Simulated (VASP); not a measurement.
Output of a VASP run:

### OUTCAR
```
 ion  position               nearest neighbor table
   1  0.000  0.000  0.000-   2 2.35   2 2.35   2 2.35   2 2.35
   2  0.250  0.250  0.250-   1 2.35   1 2.35   1 2.35   1 2.35
 Subroutine IBZKPT returns following result:
 Found    260 irreducible k-points:

 Following reciprocal coordinates:
            Coordinates               Weight
  0.000000  0.000000  0.000000      1.000000
  0.125000  0.000000  0.000000      2.000000
  0.000000  0.125000  0.000000      2.000000
  0.000000  0.000000  0.125000      2.000000
  0.125000  0.125000  0.125000      2.000000
  0.250000  0.000000  0.000000      2.000000
  0.000000  0.250000  0.000000      2.000000
  0.000000  0.000000  0.250000      2.000000
  0.250000  0.250000  0.250000      2.000000
  0.375000  0.000000  0.000000      2.000000
  0.000000  0.375000  0.000000      2.000000
  0.000000  0.000000  0.375000      2.000000
  0.375000  0.375000  0.375000      2.000000
  0.500000  0.000000  0.000000      1.000000
  0.000000  0.500000  0.000000      1.000000
  0.000000  0.000000  0.500000      1.000000
  0.500000  0.500000  0.500000      1.000000
  0.125000  0.125000  0.000000      2.000000
  0.000000  0.125000  0.125000      2.000000
  0.125000  0.000000  0.125000      2.000000
  0.250000  0.125000  0.000000      2.000000
  0.000000  0.250000  0.125000      2.000000
  0.125000  0.000000  0.250000      2.000000
  0.125000  0.125000 -0.125000      2.000000
  0.250000  0.125000  0.250000      2.000000
  0.125000  0.250000  0.000000      2.000000
  0.125000 -0.125000 -0.125000      2.000000
  0.250000  0.250000  0.125000      2.000000
  0.000000  0.125000  0.250000      2.000000
 -0.125000  0.125000 -0.125000      2.000000
  0.125000  0.250000  0.250000      2.000000
  0.250000  0.000000  0.125000      2.000000
  0.375000  0.125000  0.000000      2.000000
  0.000000  0.375000  0.125000      2.000000
  0.125000  0.000000  0.375000      2.000000
  0.125000  0.125000 -0.250000      2.000000
  0.375000  0.250000  0.375000      2.000000
  0.125000  0.375000  0.000000      2.000000
  0.250000 -0.125000 -0.125000      2.000000
  0.375000  0.375000  0.250000      2.000000
   k-points           NKPTS =    260   k-points in BZ     NKDIM =    260   number of bands    NBANDS=      8
   number of dos      NEDOS =    301   number of ions     NIONS =      2
   total plane-waves  NPLWV =  21952
   dimension x,y,z NGX =    28 NGY =   28 NGZ =   28
   dimension x,y,z NGXF=    56 NGYF=   56 NGZF=   56
   ions per type =               2
   PREC   = accura    normal or accurate (medium, high low for compatibility)
   ISTART =      0    job   : 0-new  1-cont  2-samecut
   ICHARG =      2    charge: 1-file 2-atom 10-const
   ISPIN  =      1    spin polarized calculation?
   LNONCOLLINEAR =      F non collinear calculations
   LSORBIT =      F    spin-orbit coupling
   INIWAV =      1    electr: 0-lowe 1-rand  2-diag
   ENCUT  =  400.0 eV  29.40 Ry    5.42 a.u.   6.26  6.26  6.26*2*pi/ulx,y,z
   NELM   =    100;   NELMIN=  2; NELMDL= -5     # of ELM steps
   EDIFF  = 0.1E-05   stopping-criterion for ELM
   LREAL  =      F    real-space projection
   NLSPLINE    = F    spline interpolate recip. space projectors
   LMAXMIX     =    2 max onsite mixed and CHGCAR
   VOSKOWN=      0    Vosko Wilk Nusair interpolation
   EDIFFG = 0.1E-04   stopping-criterion for IOM
   NSW    =      0    number of steps for IOM
   NBLOCK =      1;   KBLOCK =      1    inner block; outer block
   IBRION =     -1    ionic relax: 0-MD 1-quasi-New 2-CG
   NFREE  =      0    steps in history (QN), initial steepest desc. (CG)
   ISIF   =      2    stress and relaxation
   ISYM   =      0    0-nonsym 1-usesym 2-fastsym
   TEIN   =    0.0    initial temperature
   TEBEG  =    0.0;   TEEND  =   0.0 temperature during run
   SMASS  =  -3.00    Nose mass-parameter (am)
   PSTRESS=    0.0 pullay stress
   NELECT =       8.0000    total number of electrons
...
```

### OSZICAR
```
       N       E                     dE             d eps       ncg     rms          rms(c)
DAV:   1     0.441125096718E+01    0.44113E+01   -0.28596E+03  4176   0.623E+02
DAV:   2    -0.108204886001E+02   -0.15232E+02   -0.14601E+02  6424   0.745E+01
DAV:   3    -0.110207805924E+02   -0.20029E+00   -0.20029E+00  5312   0.106E+01
DAV:   4    -0.110215763166E+02   -0.79572E-03   -0.79572E-03  6592   0.742E-01
DAV:   5    -0.110215770884E+02   -0.77182E-06   -0.77185E-06  5520   0.186E-02    0.488E+00
DAV:   6    -0.108965098088E+02    0.12507E+00   -0.82656E-02  4888   0.150E+00    0.298E+00
DAV:   7    -0.108395416061E+02    0.56968E-01   -0.15639E-01  5128   0.220E+00    0.192E-01
DAV:   8    -0.108406225342E+02   -0.10809E-02   -0.40341E-03  4600   0.479E-01    0.745E-02
DAV:   9    -0.108408128132E+02   -0.19028E-03   -0.18514E-04  6152   0.107E-01    0.574E-02
DAV:  10    -0.108408401498E+02   -0.27337E-04   -0.33571E-05  4720   0.431E-02    0.107E-02
DAV:  11    -0.108408397813E+02    0.36853E-06   -0.54772E-07  6168   0.529E-03
   1 F= -.10840840E+02 E0= -.10840840E+02  d E =-.167722E-11
```

OUTCAR:
```
------------------------ aborting loop because EDIFF is reached ----------------------------------------
  FORCE on cell =-STRESS in cart. coord.  units (eV):
  Direction    XX          YY          ZZ          XY          YZ          ZX
  --------------------------------------------------------------------------------------
  Total        0.4828322      0.4828319      0.4828318      0.0000059      0.0000053     -0.0000199
  in kB       19.3164549     19.3164426     19.3164383      0.0002374      0.0002117     -0.0007958
  external PRESSURE =      19.3164453 kB  Pullay stress =       0.0000000 kB
  volume of cell :       40.05
      direct lattice vectors                 reciprocal lattice vectors
     0.000000000  2.715500000  2.715500000    -0.184128153  0.184128153  0.184128153
     2.715500000  0.000000000  2.715500000     0.184128153 -0.184128153  0.184128153
     2.715500000  2.715500000  0.000000000     0.184128153  0.184128153 -0.184128153
 POSITION                                       TOTAL-FORCE (eV/Angst)
 -----------------------------------------------------------------------------------
      0.00000      0.00000      0.00000         0.000000     -0.000000      0.000001
      1.35775      1.35775      1.35775        -0.000000      0.000000     -0.000001
 -----------------------------------------------------------------------------------
    total drift:                               -0.000000      0.000000     -0.000000
  FREE ENERGIE OF THE ION-ELECTRON SYSTEM (eV)
  ---------------------------------------------------
  free  energy   TOTEN  =       -10.8408397813 eV

  energy  without entropy=      -10.8408397813  energy(sigma->0) =      -10.84083978
```
(Selected blocks of OUTCAR.)

File POSCAR:
```
Si
1
    0.0000000000     2.7155000000     2.7155000000
    2.7155000000     0.0000000000     2.7155000000
    2.7155000000     2.7155000000     0.0000000000
Si
2
Direct
  0.0000000000   0.0000000000   0.0000000000
  0.2500000000   0.2500000000   0.2500000000
```

**Question.** Write an INCAR and KPOINTS that could have produced this output.

**Answer.** This is not unique; one that fits is the input of the run itself, PBE GGA, plane waves, VASP's PBE PAW potentials (set 64).

INCAR:
```
SYSTEM = Si
PREC = Accurate
ENCUT = 400
EDIFF = 1E-6
NELM = 100
ALGO = Normal
LREAL = .FALSE.
LASPH = .TRUE.
ISMEAR = 0
SIGMA = 0.05
GGA = PE
LWAVE = .FALSE.
LCHARG = .FALSE.
ISIF = 2
ISYM = 0
```

File KPOINTS:
```
kpoints
0
G
8 8 8
```

POTCAR, in this order: Si (PBE.64 set). Program: vasp_std.

The compound is Si in the diamond structure. The cell was not relaxed at this level. The run is one of a series of settings (ISYM = 0 against the base run), some of them coarse on purpose.
